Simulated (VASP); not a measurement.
An input for Quantum ESPRESSO's pw.x (written as the equivalent of a VASP run, and not itself run):

```
&CONTROL
  calculation = 'scf'
  pseudo_dir = './pseudo'
  outdir = './out'
  tprnfor = .true.
  tstress = .true.
/
&SYSTEM
  ibrav = 0
  nat = 2
  ntyp = 1
  ecutwfc = 100
  occupations = 'smearing'
  smearing = 'gaussian'
  degauss = 0.003675
  input_dft = 'pbe'
/
&ELECTRONS
  conv_thr = 7.3e-11
  electron_maxstep = 100
/
ATOMIC_SPECIES
  Lu 174.967 Lu.upf
CELL_PARAMETERS angstrom
     3.5764500    0.0000000    0.0000000
    -1.7882250    3.0972970    0.0000000
     0.0000000    0.0000000    5.5364850
ATOMIC_POSITIONS crystal
  Lu   0.3333330  0.6666670  0.2500000
  Lu   0.6666670  0.3333330  0.7500000
K_POINTS automatic
  19 19 11 1 1 1
```

### Question
Write the VASP files for the same calculation (PBE).

### Answer
One answer among several that fit: 
**INCAR**
```
ALGO = Normal
EDIFF = 1E-09
ENCUT = 420
GGA = PE
ISIF = 2
ISMEAR = 0
LASPH = .TRUE.
LCHARG = .FALSE.
LMAXMIX = 6
LREAL = .FALSE.
LWAVE = .FALSE.
NELM = 100
PREC = Accurate
SIGMA = 0.05
SYSTEM = Lu
```

**KPOINTS**
```
Automatic mesh
0
Gamma
19 19 11
0.5 0.5 0.5
```

### POSCAR
```
Lu
1
    3.5764500000     0.0000000000     0.0000000000
   -1.7882250000     3.0972970000     0.0000000000
    0.0000000000     0.0000000000     5.5364850000
Lu
2
Direct
  0.3333330000   0.6666670000   0.2500000000
  0.6666670000   0.3333330000   0.7500000000
```

POTCAR, in this order: Lu_3 (PBE.64 set). Program: vasp_std.

What does not carry over: the potentials are each code's own (VASP's PAW set, PseudoDojo norm-conserving files in pw.x), so ENCUT and ecutwfc are chosen apart and not converted; conv_thr bounds pw.x's estimated SCF error, while EDIFF bounds the energy change between steps.

The structure comes from a computed database's Lu entry; how it stands against other phases isn't given here. The cell was not relaxed at this level. The run is one of a series of settings (EDIFF = 1E-09, ENCUT = 420, KPOINTS 19×19×11 Γ-centred mesh shifted by (0.5, 0.5, 0.5) against the base run), some of them coarse on purpose.
